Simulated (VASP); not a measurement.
# Sr3Zn (Fm-3m) in VASP: a series of runs

One crystal, Sr3Zn, is run at these levels: LDA; tasks: single point.

Everything below comes from runs of VASP 6.6.1. Logs are shortened: lines on timing, memory, paths and dates and some standing lists are left out, and cuts for length are marked.

## (1) Starting point

It takes space group Fm-3m (No. 225, cubic). Conventional cell: a = 8.195 Å, b = 8.195 Å, c = 8.195 Å, α = 90.00°, β = 90.00°, γ = 90.00°. Zn (site symmetry m-3m) is surrounded by 8 Sr at 3.55 Å. Sr (site symmetry m-3m) is surrounded by 8 Sr at 3.55 Å. Sr (site symmetry -43m) is surrounded by 4 Zn at 3.55 Å and 4 Sr at 3.55 Å.

The cell was built by a generator and needn't be a form met in nature.

## (2) Single point, LDA

File INCAR:

```
  PREC = Accurate
  ENCUT = 520
  EDIFF = 1E-6
  ISMEAR = -1
  SIGMA = 0.05
  LREAL = False
  LASPH = True
  NELM = 100
  ALGO = Fast
  ISIF = 2
  LWAVE = False
  LCHARG = True
  LELF = True
  LVHAR = True
  NBANDS = 29
```

File KPOINTS:

```
regular mesh
0
Gamma
  5 5 5
```

File POSCAR:

```
Sr3Zn
1.0
    0.0000000000      4.0974067365      4.0974067365
    4.0974067365      0.0000000000      4.0974067365
    4.0974067365      4.0974067365      0.0000000000
Zn Sr
1 3
Direct
    0.0000000000      0.0000000000      0.0000000000
    0.5000000000      0.5000000000      0.5000000000
    0.2500000000      0.2500000000      0.2500000000
    0.7500000000      0.7500000000      0.7500000000
```

Potentials or basis: VASP PAW LDA potentials, release 64 (Zn, Sr_sv).

On the command line:

```bash
$ cat potpaw_LDA.64/Zn/POTCAR potpaw_LDA.64/Sr_sv/POTCAR > POTCAR
$ mpirun -np 1 vasp_std > vasp.out
```

OUTCAR:

```text
PREC = Accurate
   ENCUT = 520
   EDIFF = 1E-6
   ISMEAR = -1
   LREAL = False
   LASPH = True
   NELM = 100
   ISIF = 2

 ion  position               nearest neighbor table
   1  0.000  0.000  0.000-   4 3.55   4 3.55   4 3.55   3 3.55   4 3.55   3 3.55   3 3.55   3 3.55

   2  0.500  0.500  0.500-   3 3.55   3 3.55   3 3.55   3 3.55   4 3.55   4 3.55   4 3.55   4 3.55

   3  0.250  0.250  0.250-   1 3.55   1 3.55   1 3.55   1 3.55   2 3.55   2 3.55   2 3.55   2 3.55
                             4 4.10   4 4.10   4 4.10   4 4.10   4 4.10   4 4.10
   4  0.750  0.750  0.750-   2 3.55   2 3.55   2 3.55   1 3.55   2 3.55   1 3.55   1 3.55   1 3.55
                             3 4.10   3 4.10   3 4.10   3 4.10   3 4.10   3 4.10

  LATTYP: Found a face centered cubic cell.
 ALAT       =     8.1948134730

  Lattice vectors:

 A1 = (   0.0000000000,   4.0974067365,   4.0974067365)
 A2 = (   4.0974067365,   0.0000000000,   4.0974067365)
 A3 = (   4.0974067365,   4.0974067365,   0.0000000000)

Analysis of symmetry for initial positions (statically):
=====================================================================
 Subroutine PRICEL returns:
 Original cell was already a primitive cell.

 Routine SETGRP: Setting up the symmetry group for a
 face centered cubic supercell.

 Subroutine GETGRP returns: Found 48 space group operations
 (whereof 48 operations were pure point group operations)
 out of a pool of 48 trial point group operations.

The static configuration has the point symmetry O_h .

Analysis of symmetry for dynamics (positions and initial velocities):
=====================================================================
 Subroutine PRICEL returns:
 Original cell was already a primitive cell.

 Routine SETGRP: Setting up the symmetry group for a
 face centered cubic supercell.

 Subroutine GETGRP returns: Found 48 space group operations
 (whereof 48 operations were pure point group operations)
 out of a pool of 48 trial point group operations.

The dynamic configuration has the point symmetry O_h .

 Subroutine INISYM returns: Found 48 space group operations
 (whereof 48 operations are pure point group operations),
 and found     1 'primitive' translations

----------------------------------------------------------------------------------------

                                     Primitive cell

  volume of cell :     137.5806

  direct lattice vectors                    reciprocal lattice vectors
     0.000000000  4.097406736  4.097406736    -0.122028403  0.122028403  0.122028403
     4.097406736  0.000000000  4.097406736     0.122028403 -0.122028403  0.122028403
     4.097406736  4.097406736  0.000000000     0.122028403  0.122028403 -0.122028403

  length of vectors
     5.794608177  5.794608177  5.794608177     0.211359394  0.211359394  0.211359394

  position of ions in fractional coordinates (direct lattice)
     0.000000000  0.000000000  0.000000000
     0.500000000  0.500000000  0.500000000
     0.250000000  0.250000000  0.250000000
     0.750000000  0.750000000  0.750000000

  ion indices of the primitive-cell ions
   primitive index   ion index
                 1           1
                 2           2
                 3           3
                 4           4

----------------------------------------------------------------------------------------

 KPOINTS: regular mesh

Automatic generation of k-mesh.
 Grid dimensions read from file:
 generate k-points for:    5    5    5

 Generating k-lattice:

  Cartesian coordinates                     Fractional coordinates (reciprocal lattice)
    -0.024405681  0.024405681  0.024405681     0.200000000  0.000000000  0.000000000
     0.024405681 -0.024405681  0.024405681     0.000000000  0.200000000  0.000000000
     0.024405681  0.024405681 -0.024405681     0.000000000  0.000000000  0.200000000

  Length of vectors
     0.042271879  0.042271879  0.042271879

  Shift w.r.t. Gamma in fractional coordinates (k-lattice)
     0.000000000  0.000000000  0.000000000

 Subroutine IBZKPT returns following result:
 ===========================================

 Found     10 irreducible k-points:

 Following reciprocal coordinates:
            Coordinates               Weight
  0.000000  0.000000  0.000000      1.000000
  0.200000  0.000000  0.000000      8.000000
  0.400000  0.000000  0.000000      8.000000
  0.200000  0.200000  0.000000      6.000000
  0.400000  0.200000  0.000000     24.000000
 -0.400000  0.200000  0.000000     24.000000
 -0.200000  0.200000  0.000000     12.000000
  0.400000  0.400000  0.000000      6.000000
 -0.400000  0.400000  0.000000     12.000000
 -0.400000  0.400000  0.200000     24.000000
   k-points           NKPTS =     10   k-points in BZ     NKDIM =     10   number of bands    NBANDS=     29
   number of dos      NEDOS =    301   number of ions     NIONS =      4
   total plane-waves  NPLWV = 110592
   dimension x,y,z NGX =    48 NGY =   48 NGZ =   48
   dimension x,y,z NGXF=    96 NGYF=   96 NGZF=   96
   ions per type =               1   3
   NGX,Y,Z   is equivalent  to a cutoff of  13.77, 13.77, 13.77 a.u.
   NGXF,Y,Z  is equivalent  to a cutoff of  27.54, 27.54, 27.54 a.u.
 SYSTEM =  unknown system
   PREC   = accura    normal or accurate (medium, high low for compatibility)
   ISTART =      0    job   : 0-new  1-cont  2-samecut
   ICHARG =      2    charge: 1-file 2-atom 10-const
   ISPIN  =      1    spin polarized calculation?
   LNONCOLLINEAR =      F non collinear calculations
   LSORBIT =      F    spin-orbit coupling
   LASPH  =      T    aspherical Exc in radial PAW
   ENCUT  =  520.0 eV  38.22 Ry    6.18 a.u.  10.77 10.77 10.77*2*pi/ulx,y,z
   NELM   =    100;   NELMIN=  2; NELMDL= -5     # of ELM steps
   EDIFF  = 0.1E-05   stopping-criterion for ELM
   LREAL  =      F    real-space projection
   EDIFFG = 0.1E-04   stopping-criterion for IOM
   NSW    =      0    number of steps for IOM
   IBRION =     -1    ionic relax: 0-MD 1-quasi-New 2-CG
   NFREE  =      0    steps in history (QN), initial steepest desc. (CG)
   ISIF   =      2    stress and relaxation
   ISYM   =      2    0-nonsym 1-usesym 2-fastsym
   POTIM  = 0.5000    time-step for ionic-motion
   TEBEG  =    0.0;   TEEND  =   0.0 temperature during run
   PSTRESS=    0.0 pullay stress
   NELECT =      42.0000    total number of electrons
   NUPDOWN=      -1.0000    fix difference up-down
   EMIN   =  10.00;   EMAX   =-10.00  energy-range for DOS
   EFERMI =   0.00;   METHOD = LEGACY
   ISMEAR =    -1;   SIGMA  =   0.05  broadening in eV -4-tet -1-fermi 0-gaus
   EFERMI_NEDOS =   21; number of points for ismear=-14 and -15
   IALGO  =     68    algorithm
   IMIX   =      4    mixing-type and parameters
     AMIX     =   0.40;   BMIX     =  1.00
     AMIX_MAG =   1.60;   BMIX_MAG =  1.00
  volume/ion in A,a.u.               =      34.40       232.11
  Fermi-wavevector in a.u.,A,eV,Ry     =   1.102314  2.083072 16.532402  1.215097
  Thomas-Fermi vector in A             =   2.238755
   LORBIT       =      0    0 simple, 1 ext, 2 COOP (PROOUT), +10 PAW based schemes
   GGA     = CA    functional components
   LHFCALC =     F    Hartree Fock is set to
   AEXX    =    0.0000 exact exchange contribution
   IVDW    =     0    specifies the selected vdW correction
   LEPSILON=     F    determine dielectric tensor
   LRPA    =     F    only Hartree local field effects (RPA)
 non-spin polarized calculation
 RMM-DIIS sequential band-by-band and
  energy-cutoff  :      520.00
  volume of cell :      137.58
 maximum number of plane-waves:      3727
 NGX is ok and might be reduce to    48
   NGX = 21   NGY = 21   NGZ = 21

 number of electron      42.0000011 magnetization

 Free energy of the ion-electron system (eV)
  ---------------------------------------------------
  ext. energy  EPLUGINS =         0.00000000
  ---------------------------------------------------
  free energy    TOTEN  =        -7.04301276 eV

  energy without entropy =       -7.00679390  energy(sigma->0) =       -7.02490333

 E-fermi :   2.4130     XC(G=0):  -8.9641

 val. band max:        2.3192670612   @ k =   0.4000   0.2000   0.0000
 cond. band min:       2.4213601170   @ k =   0.2000   0.2000   0.0000
 fundamental gap:      0.1020930558
 Fermi energy:         2.4129895382

 k-point     1 :       0.0000    0.0000    0.0000
  band No.  band energies     occupation
      1     -33.8040      2.00000
      2     -33.4251      2.00000
      3     -33.4123      2.00000
      4     -16.0453      2.00000
      5     -16.0453      2.00000
      6     -16.0453      2.00000
[... 21 lines left out ...]
     28       6.8383      0.00000
     29       6.9080      0.00000

 k-point     2 :       0.2000    0.0000    0.0000
  band No.  band energies     occupation
      1     -33.8005      2.00000
      2     -33.4262      2.00000
      3     -33.4149      2.00000
      4     -16.0637      2.00000
      5     -16.0637      2.00000
      6     -16.0591      2.00000
[... 21 lines left out ...]
     28       5.6763      0.00000
     29       6.1324      0.00000

 k-point     3 :       0.4000    0.0000    0.0000
  band No.  band energies     occupation
      1     -33.7948      2.00000
      2     -33.4266      2.00000
      3     -33.4206      2.00000
      4     -16.0898      2.00000
      5     -16.0898      2.00000
      6     -16.0604      2.00000
[... 21 lines left out ...]
     28       5.2857      0.00000
     29       5.2860      0.00000

 k-point     4 :       0.2000    0.2000    0.0000
  band No.  band energies     occupation
      1     -33.7994      2.00000
      2     -33.4269      2.00000
      3     -33.4154      2.00000
      4     -16.0884      2.00000
      5     -16.0884      2.00000
      6     -16.0274      2.00000
[... 149 lines left out ...]
     28       5.1742      0.00000
     29       5.2690      0.00000

 k-point     9 :      -0.4000    0.4000    0.0000
  band No.  band energies     occupation
      1     -33.7905      2.00000
      2     -33.4287      2.00000
      3     -33.4229      2.00000
      4     -16.1441      2.00000
      5     -16.1391      2.00000
      6     -16.0018      2.00000
[... 21 lines left out ...]
     28       4.9197      0.00000
     29       5.5515      0.00000

 k-point    10 :      -0.4000    0.4000    0.2000
  band No.  band energies     occupation
      1     -33.7913      2.00000
      2     -33.4273      2.00000
      3     -33.4236      2.00000
      4     -16.1483      2.00000
      5     -16.0919      2.00000
      6     -16.0436      2.00000
[... 21 lines left out ...]
     28       4.9080      0.00000
     29       5.3235      0.00000

------------------------ aborting loop because EDIFF is reached ----------------------------------------

  FORCE on cell =-STRESS in cart. coord.  units (eV):
  Direction    XX          YY          ZZ          XY          YZ          ZX
  --------------------------------------------------------------------------------------
  -------------------------------------------------------------------------------------
  Total        0.1030931      0.1030931      0.1030931      0.0000000      0.0000000     -0.0000000
  in kB        1.2005570      1.2005570      1.2005570      0.0000000      0.0000000     -0.0000000
  external PRESSURE =       1.2005570 kB  Pullay stress =       0.0000000 kB

 VOLUME and BASIS-vectors are now :
 -----------------------------------------------------------------------------
  energy-cutoff  :      520.00
  volume of cell :      137.58
      direct lattice vectors                 reciprocal lattice vectors
     0.000000000  4.097406736  4.097406736    -0.122028403  0.122028403  0.122028403
     4.097406736  0.000000000  4.097406736     0.122028403 -0.122028403  0.122028403
     4.097406736  4.097406736  0.000000000     0.122028403  0.122028403 -0.122028403

 POSITION                                       TOTAL-FORCE (eV/Angst)
 -----------------------------------------------------------------------------------
      0.00000      0.00000      0.00000         0.000000     -0.000000     -0.000000
      4.09741      4.09741      4.09741         0.000000     -0.000000     -0.000000
      2.04870      2.04870      2.04870         0.000000      0.000000      0.000000
      6.14611      6.14611      6.14611        -0.000000     -0.000000     -0.000000
 -----------------------------------------------------------------------------------
    total drift:                               -0.000000     -0.000000     -0.000000

  FREE ENERGIE OF THE ION-ELECTRON SYSTEM (eV)
  ---------------------------------------------------
  free  energy   TOTEN  =        -7.0430127617 eV

  energy  without entropy=       -7.0067938956  energy(sigma->0) =       -7.02490333
```

It took 36 s on 1 thread of Intel Xeon 6975P-C (Granite Rapids), shared host; peak memory 0.25 GiB.

Results:

```
Free energy            : -7.0430 eV
Pressure               : 0.1 GPa
Band gap on the k mesh : none (metal or under the smearing width)
```

## (3) Single point, LDA

This run uses another cell than the first one, of 35.09 Å³/atom, 1.020 times its volume.

File INCAR:

```
SYSTEM = Sr3Zn
ALGO = Fast ; EDIFF = 1E-7
ENCUT = 520 ; GGA = CA
ISIF = 2 ; ISMEAR = -1
LASPH = .TRUE. ; LCHARG = .TRUE.
LELF = .TRUE. ; LREAL = .FALSE.
LVHAR = .TRUE. ; LWAVE = .FALSE.
NBANDS = 29 ; NELM = 100
PREC = Accurate ; SIGMA = 0.05
```

File KPOINTS:

```
k-points
0
G
  4 4 4
  0 0 0
```

File POSCAR:

```
Sr3Zn
1.0
    0.0000000000      4.1248149543      4.1248149543
    4.1248149543      0.0000000000      4.1248149543
    4.1248149543      4.1248149543      0.0000000000
Zn Sr
1 3
Direct
    0.0000000000      0.0000000000      0.0000000000
    0.5000000000      0.5000000000      0.5000000000
    0.2500000000      0.2500000000      0.2500000000
    0.7500000000      0.7500000000      0.7500000000
```

Potentials or basis: VASP PAW LDA potentials, release 64 (Zn, Sr_sv).

On the command line:

```bash
$ cat potpaw_LDA.64/Zn/POTCAR potpaw_LDA.64/Sr_sv/POTCAR > POTCAR
$ mpirun -np 1 vasp_std > vasp.out
```

Run time: 38 s. Hardware: 1 thread of Intel Xeon 6975P-C (Granite Rapids), shared host; peak memory 0.25 GiB.

Results (log left out):

| Item | Value |
| --- | --- |
| Free energy | -6.9961 eV |
| Pressure | -0.1 GPa |
| Band gap on the k mesh | none (metal or under the smearing width) |

Levels at points of the mesh, in eV from the Fermi level:
```tsv
k point	band 18	band 19	band 20	band 21	band 22	band 23	band 24	band 25
(0.00, 0.00, 0.00)	-5.04	-0.15	-0.15	-0.15	-0.01	-0.01	0.82	1.32
(0.50, 0.00, 0.00)	-3.86	-2.34	-0.38	-0.38	0.74	1.12	1.12	1.29
(0.50, 0.50, 0.00)	-3.72	-1.92	-0.76	-0.59	0.45	0.45	1.33	1.45
```
